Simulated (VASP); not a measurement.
# Zr3PdSe4 (P6_3/m) in VASP: relaxation of cell and atoms with PBE

Aim: the relaxation of cell and atoms of Zr3PdSe4 with PBE.

Everything below comes from runs of VASP 6.6.1. Logs are shortened: lines on timing, memory, paths and dates and some standing lists are left out, and cuts for length are marked.

**1. The structure**

The structure is hexagonal, space group P6_3/m (No. 176). The conventional cell has a = 10.200 Å, b = 10.200 Å, c = 3.780 Å, α = 90.00°, β = 90.00°, γ = 120.00°. Around Zr (site symmetry m) lie 6 Se at 2.64 to 2.90 Å and 2 Zr at 2.93 Å. Pd (site symmetry -3) has 2 Pd at 1.89 Å as nearest neighbours. Se (site symmetry m) has 4 Zr at 2.64 to 2.90 Å as nearest neighbours. Se (site symmetry -6) has 6 Zr at 2.85 Å as nearest neighbours.

The cell was built by a generator and needn't be a form met in nature.

**2. Relaxation of cell and atoms, PBE**

Input file INCAR:

```
  PREC = Normal
  ENCUT = 520
  EDIFF = 1E-4
  ISMEAR = 0
  SIGMA = 0.15
  LREAL = Auto
  LASPH = T
  NELM = 60
  ALGO = Fast
  ISIF = 3
  LWAVE = F
  LCHARG = F
  GGA = PE
  IBRION = 2
  NSW = 24
  EDIFFG = -0.08
```

Input file KPOINTS:

```
regular mesh
0
Gamma
  2 2 4
```

Input file POSCAR:

```
Zr3PdSe4
1.0
   10.2000000000      0.0000000000      0.0000000000
   -5.1000000000      8.8334591200      0.0000000000
    0.0000000000      0.0000000000      3.7800000000
Zr Pd Se
6 2 8
Direct
    0.5120000000      0.8970000000      0.7500000000
    0.4880000000      0.1030000000      0.2500000000
    0.8970000000      0.3850000000      0.2500000000
    0.1030000000      0.6150000000      0.7500000000
    0.3850000000      0.4880000000      0.7500000000
    0.6150000000      0.5120000000      0.2500000000
    0.0000000000      0.0000000000      0.0000000000
    0.0000000000      0.0000000000      0.5000000000
    0.2790000000      0.9430000000      0.7500000000
    0.7210000000      0.0570000000      0.2500000000
    0.6666666700      0.3333333300      0.7500000000
    0.9430000000      0.6640000000      0.2500000000
    0.0570000000      0.3360000000      0.7500000000
    0.6640000000      0.7210000000      0.7500000000
    0.3360000000      0.2790000000      0.2500000000
    0.3333333300      0.6666666700      0.2500000000
```

Potentials or basis: VASP PAW PBE potentials, release 64 (Zr_sv, Pd, Se).

Launch:

```console
$ cat potpaw_PBE.64/Zr_sv/POTCAR potpaw_PBE.64/Pd/POTCAR potpaw_PBE.64/Se/POTCAR > POTCAR
$ mpirun -np 1 vasp_std > vasp.out
```

OUTCAR:

```text
PREC = Normal
   ENCUT = 520
   EDIFF = 1E-4
   ISMEAR = 0
   LREAL = Auto
   LASPH = T
   NELM = 60
   ISIF = 3
   GGA = PE
   IBRION = 2
   NSW = 24
   EDIFFG = -0.08

 ion  position               nearest neighbor table
   1  0.512  0.897  0.750-   9 2.64  10 2.70  10 2.70  16 2.85  16 2.85  14 2.90   2 2.93   2 2.93
                             4 3.70   5 3.70
   2  0.488  0.103  0.250-  10 2.64   9 2.70   9 2.70  11 2.85  11 2.85  15 2.90   1 2.93   1 2.93
                             3 3.70   6 3.70
   3  0.897  0.385  0.250-  12 2.64  13 2.70  13 2.70  11 2.85  11 2.85  10 2.90   4 2.93   4 2.93
                             6 3.70   2 3.70
   4  0.103  0.615  0.750-  13 2.64  12 2.70  12 2.70  16 2.85  16 2.85   9 2.90   3 2.93   3 2.93
                             5 3.70   1 3.70
   5  0.385  0.488  0.750-  14 2.64  15 2.70  15 2.70  16 2.85  16 2.85  13 2.90   6 2.93   6 2.93
                             4 3.70   1 3.70
   6  0.615  0.512  0.250-  15 2.64  14 2.70  14 2.70  11 2.85  11 2.85  12 2.90   5 2.93   5 2.93
                             3 3.70   2 3.70
   7  0.000  0.000  0.000-   8 1.89   8 1.89
   8  0.000  0.000  0.500-   7 1.89   7 1.89
   9  0.279  0.943  0.750-   1 2.64   2 2.70   2 2.70   4 2.90
  10  0.721  0.057  0.250-   2 2.64   1 2.70   1 2.70   3 2.90
  11  0.667  0.333  0.750-   3 2.85   3 2.85   2 2.85   2 2.85   6 2.85   6 2.85
  12  0.943  0.664  0.250-   3 2.64   4 2.70   4 2.70   6 2.90
  13  0.057  0.336  0.750-   4 2.64   3 2.70   3 2.70   5 2.90
  14  0.664  0.721  0.750-   5 2.64   6 2.70   6 2.70   1 2.90
  15  0.336  0.279  0.250-   6 2.64   5 2.70   5 2.70   2 2.90
  16  0.333  0.667  0.250-   4 2.85   4 2.85   1 2.85   1 2.85   5 2.85   5 2.85

  LATTYP: Found a hexagonal cell.
 ALAT       =    10.2000000000
 C/A-ratio  =     0.3705882353

  Lattice vectors:

 A1 = (  10.2000000000,   0.0000000000,   0.0000000000)
 A2 = (  -5.1000000000,   8.8334591200,   0.0000000000)
 A3 = (   0.0000000000,   0.0000000000,   3.7800000000)

Analysis of symmetry for initial positions (statically):
=====================================================================
 Subroutine PRICEL returns:
 Original cell was already a primitive cell.

 Routine SETGRP: Setting up the symmetry group for a
 hexagonal supercell.

 Subroutine GETGRP returns: Found 12 space group operations
 (whereof  6 operations were pure point group operations)
 out of a pool of 24 trial point group operations.

The static configuration has the point symmetry S_6 .
 The point group associated with its full space group is C_6h.

Analysis of symmetry for dynamics (positions and initial velocities):
=====================================================================
 Subroutine PRICEL returns:
 Original cell was already a primitive cell.

 Routine SETGRP: Setting up the symmetry group for a
 hexagonal supercell.

 Subroutine GETGRP returns: Found 12 space group operations
 (whereof  6 operations were pure point group operations)
 out of a pool of 24 trial point group operations.

The dynamic configuration has the point symmetry S_6 .
 The point group associated with its full space group is C_6h.

 Subroutine INISYM returns: Found 12 space group operations
 (whereof  6 operations are pure point group operations),
 and found     1 'primitive' translations

----------------------------------------------------------------------------------------

                                     Primitive cell

  volume of cell :     340.5828

  direct lattice vectors                    reciprocal lattice vectors
    10.200000000  0.000000000  0.000000000     0.098039216  0.056602968  0.000000000
    -5.100000000  8.833459120  0.000000000     0.000000000  0.113205935  0.000000000
     0.000000000  0.000000000  3.780000000     0.000000000  0.000000000  0.264550265

  length of vectors
    10.200000000 10.200000001  3.780000000     0.113205935  0.113205935  0.264550265

  position of ions in fractional coordinates (direct lattice)
     0.512000000  0.897000000  0.750000000
     0.488000000  0.103000000  0.250000000
     0.897000000  0.385000000  0.250000000
     0.103000000  0.615000000  0.750000000
     0.385000000  0.488000000  0.750000000
     0.615000000  0.512000000  0.250000000
[... 8 lines left out ...]
     0.336000000  0.279000000  0.250000000
     0.333333330  0.666666670  0.250000000

[... 77 lines left out ...]
   ISIF   =      3    stress and relaxation
   ISYM   =      2    0-nonsym 1-usesym 2-fastsym
   POTIM  = 0.5000    time-step for ionic-motion
   TEBEG  =    0.0;   TEEND  =   0.0 temperature during run
   PSTRESS=    0.0 pullay stress
   NELECT =     140.0000    total number of electrons
   NUPDOWN=      -1.0000    fix difference up-down
   EMIN   =  10.00;   EMAX   =-10.00  energy-range for DOS
   EFERMI =   0.00;   METHOD = LEGACY
   ISMEAR =     0;   SIGMA  =   0.15  broadening in eV -4-tet -1-fermi 0-gaus
   EFERMI_NEDOS =   21; number of points for ismear=-14 and -15
   IALGO  =     68    algorithm
   IMIX   =      4    mixing-type and parameters
     AMIX     =   0.40;   BMIX     =  1.00
     AMIX_MAG =   1.60;   BMIX_MAG =  1.00
  volume/ion in A,a.u.               =      21.29       143.65
  Fermi-wavevector in a.u.,A,eV,Ry     =   1.217241  2.300252 20.159422  1.481676
  Thomas-Fermi vector in A             =   2.352568
   LORBIT       =      0    0 simple, 1 ext, 2 COOP (PROOUT), +10 PAW based schemes
   GGA     = PE    functional components
   LHFCALC =     F    Hartree Fock is set to
   AEXX    =    0.0000 exact exchange contribution
   IVDW    =     0    specifies the selected vdW correction
   LEPSILON=     F    determine dielectric tensor
   LRPA    =     F    only Hartree local field effects (RPA)
 conjugate gradient relaxation of ions
 non-spin polarized calculation
 RMM-DIIS sequential band-by-band and
 Gauss-broadening in eV      SIGMA  =   0.15
  energy-cutoff  :      520.00
  volume of cell :      340.58
 maximum number of plane-waves:      9206
   NGX = 37   NGY = 37   NGZ = 15

--------------------------------------- Ionic step        1  -------------------------------------------

 number of electron     140.0000047 magnetization

 Free energy of the ion-electron system (eV)
  ---------------------------------------------------
  ext. energy  EPLUGINS =         0.00000000
  ---------------------------------------------------
  free energy    TOTEN  =       -96.75447639 eV

  energy without entropy =      -96.62336177  energy(sigma->0) =      -96.68891908

------------------------ aborting loop because EDIFF is reached ----------------------------------------

  FORCE on cell =-STRESS in cart. coord.  units (eV):
  Direction    XX          YY          ZZ          XY          YZ          ZX
  --------------------------------------------------------------------------------------
  -------------------------------------------------------------------------------------
  Total       13.1481821     13.1481821     53.7801345     -0.0000028      0.0000000      0.0000000
  in kB       61.8519672     61.8519672    252.9936910     -0.0000133      0.0000000      0.0000000
  external PRESSURE =     125.5658752 kB  Pullay stress =       0.0000000 kB
[... 87 lines left out ...]
--------------------------------------- Ionic step        3  -------------------------------------------

 number of electron     139.9999955 magnetization

 E-fermi :   5.8566     XC(G=0):  -9.9990

 val. band max:        5.8274149742   @ k =   0.5000   0.0000   0.0000
 cond. band min:       5.8990665858   @ k =   0.0000   0.0000   0.0000
 fundamental gap:      0.0716516116
 Fermi energy:         5.8566032995

 k-point     1 :       0.0000    0.0000    0.0000
  band No.  band energies     occupation
      1     -43.7886      2.00000
      2     -43.7823      2.00000
      3     -43.7823      2.00000
      4     -43.7478      2.00000
      5     -43.7417      2.00000
      6     -43.7417      2.00000
[... 499 lines left out ...]
     81       7.6902      0.00000
     82       7.7374      0.00000
 [bands above 82 left out]

------------------------ aborting loop because EDIFF is reached ----------------------------------------

  FORCE on cell =-STRESS in cart. coord.  units (eV):
  Direction    XX          YY          ZZ          XY          YZ          ZX
  --------------------------------------------------------------------------------------
  -------------------------------------------------------------------------------------
  Total      -13.3680609    -13.3680609     -0.3950952     -0.0000012      0.0000000      0.0000000
  in kB      -54.8057576    -54.8057576     -1.6197931     -0.0000051      0.0000000      0.0000000
  external PRESSURE =     -37.0771027 kB  Pullay stress =       0.0000000 kB
[... 31 lines left out ...]
  FREE ENERGIE OF THE ION-ELECTRON SYSTEM (eV)
  ---------------------------------------------------
  free  energy   TOTEN  =      -100.2158803045 eV

  energy  without entropy=     -100.0974721417  energy(sigma->0) =     -100.15667622

[... ionic steps 4 to 11 ...]

--------------------------------------- Ionic step       12  -------------------------------------------

 number of electron     139.9999987 magnetization

------------------------ aborting loop because EDIFF is reached ----------------------------------------
[... 95 lines left out ...]
--------------------------------------- Ionic step       14  -------------------------------------------

 number of electron     139.9999976 magnetization

 Free energy of the ion-electron system (eV)
  ---------------------------------------------------
  ext. energy  EPLUGINS =         0.00000000
  ---------------------------------------------------
  free energy    TOTEN  =      -102.10385847 eV

  energy without entropy =     -101.92777693  energy(sigma->0) =     -102.01581770

 E-fermi :   6.3908     XC(G=0): -10.1714

 val. band max:        6.3893326722   @ k =   0.5000   0.0000   0.2500
 cond. band min:       6.3996155142   @ k =   0.0000   0.0000   0.0000
 fundamental gap:      0.0102828419
 Fermi energy:         6.3908088275

 k-point     1 :       0.0000    0.0000    0.0000
  band No.  band energies     occupation
      1     -43.1556      2.00000
      2     -43.1429      2.00000
      3     -43.1287      2.00000
      4     -43.1287      2.00000
      5     -43.1165      2.00000
      6     -43.1165      2.00000
[... 499 lines left out ...]
     81       8.2644      0.00000
     82       8.2645      0.00000
 [bands above 82 left out]

------------------------ aborting loop because EDIFF is reached ----------------------------------------

  FORCE on cell =-STRESS in cart. coord.  units (eV):
  Direction    XX          YY          ZZ          XY          YZ          ZX
  --------------------------------------------------------------------------------------
  -------------------------------------------------------------------------------------
  Total        1.1992510      1.1992510      0.7212869     -0.0000002     -0.0000000      0.0000000
  in kB        5.1461463      5.1461463      3.0951383     -0.0000010     -0.0000000      0.0000000
  external PRESSURE =       4.4624770 kB  Pullay stress =       0.0000000 kB
[... 31 lines left out ...]
  FREE ENERGIE OF THE ION-ELECTRON SYSTEM (eV)
  ---------------------------------------------------
  free  energy   TOTEN  =      -102.1038584675 eV

  energy  without entropy=     -101.9277769343  energy(sigma->0) =     -102.01581770

 reached required accuracy - stopping structural energy minimisation
```

It took 17 min on 1 thread of Intel Xeon 6975P-C (Granite Rapids), shared host; peak memory 0.38 GiB.

What came out:

- Free energy: -102.1039 eV
- Relaxed volume: 23.34 Å³/atom
- Relaxed cell: a = 9.989 Å, b = 9.989 Å, c = 4.321 Å, α = 90.00°, β = 90.00°, γ = 120.00°
- Space group after relaxing (to 0.05 Å): P6_3/m (No. 176)
- Energy gained by relaxing: 334.3 meV/atom
- Ionic steps: 14
- Pressure after relaxing: 0.4 GPa
- Largest force after relaxing: 0.068 eV/Å
- Band gap on the k mesh: none (metal or under the smearing width)

Forces on the atoms (eV/Å):
```
Zr   0.045 -0.043  0.000
Zr  -0.045  0.043  0.000
Zr  -0.015 -0.061  0.000
Zr   0.015  0.061  0.000
Zr  -0.060 -0.018  0.000
Zr   0.060  0.018  0.000
Pd   0.000  0.000  0.000
Pd   0.000  0.000  0.000
Se  -0.025 -0.063  0.000
Se   0.025  0.063  0.000
Se   0.000  0.000  0.000
Se  -0.067 -0.009  0.000
Se   0.067  0.009  0.000
Se  -0.042  0.053  0.000
Se   0.042 -0.053  0.000
Se   0.000  0.000  0.000
```

Step by step:
```
step  energy change (eV)  largest force (eV/Å)  pressure (GPa)  volume (Å³)
   1              0.0000                3.3678           12.56       340.58
   2             -2.3042                1.3605           -9.52       427.82
   3             -3.4614                1.1075           -3.71       390.80
   4             -4.5470                0.7556           -0.75       373.44
   5             -4.6894                0.8723            1.60       364.06
   6             -5.0256                0.6736            0.04       369.97
   7             -5.1612                0.4671           -2.26       380.58
   8             -5.1768                0.4919           -1.75       378.08
   9             -5.2605                0.3211            1.82       365.69
  10             -5.2945                0.3222            0.51       369.90
  11             -5.3364                0.1657            0.08       372.90
  12             -5.3446                0.1335           -0.23       375.49
  13             -5.3449                0.1264           -0.23       375.10
  14             -5.3494                0.0678            0.45       373.37
```

Final structure:
```cif
data_structure
_symmetry_space_group_name_H-M 'P 1'
_symmetry_Int_Tables_number 1
_cell_length_a 9.9887
_cell_length_b 9.9887
_cell_length_c 4.3211
_cell_angle_alpha 90.000
_cell_angle_beta 90.000
_cell_angle_gamma 120.000
_cell_volume 373.37
loop_
_atom_site_label
_atom_site_type_symbol
_atom_site_fract_x
_atom_site_fract_y
_atom_site_fract_z
_atom_site_occupancy
Zr1 Zr 0.51390 0.86463 0.75000 1
Zr2 Zr 0.48610 0.13537 0.25000 1
Zr3 Zr 0.86463 0.35072 0.25000 1
Zr4 Zr 0.13537 0.64928 0.75000 1
Zr5 Zr 0.35072 0.48610 0.75000 1
Zr6 Zr 0.64928 0.51390 0.25000 1
Pd1 Pd 0.00000 0.00000 0.00000 1
Pd2 Pd 0.00000 0.00000 0.50000 1
Se1 Se 0.30726 0.96712 0.75000 1
Se2 Se 0.69274 0.03288 0.25000 1
Se3 Se 0.66667 0.33333 0.75000 1
Se4 Se 0.96712 0.65987 0.25000 1
Se5 Se 0.03288 0.34013 0.75000 1
Se6 Se 0.65987 0.69274 0.75000 1
Se7 Se 0.34013 0.30726 0.25000 1
Se8 Se 0.33333 0.66667 0.25000 1
```

Levels at points of the mesh, in eV from the Fermi level:
```csv
k point,band 68,band 69,band 70,band 71,band 72,band 73
"(0.00, 0.00, 0.00)",-0.02,0.01,0.07,0.07,0.32,0.32
"(0.50, 0.00, 0.00)",0.03,0.10,0.22,0.32,0.32,0.37
"(0.00, 0.00, 0.50)",-0.43,-0.43,-0.43,0.41,0.41,0.61
"(0.50, 0.00, 0.50)",-0.46,-0.38,-0.38,0.48,0.48,0.66
```

Caveat: the k mesh is coarse (spacing up to 0.42 Å⁻¹), so the values aren't converged; the relaxation stopped at a loose force limit of 0.08 eV/Å, so its end isn't a converged minimum.
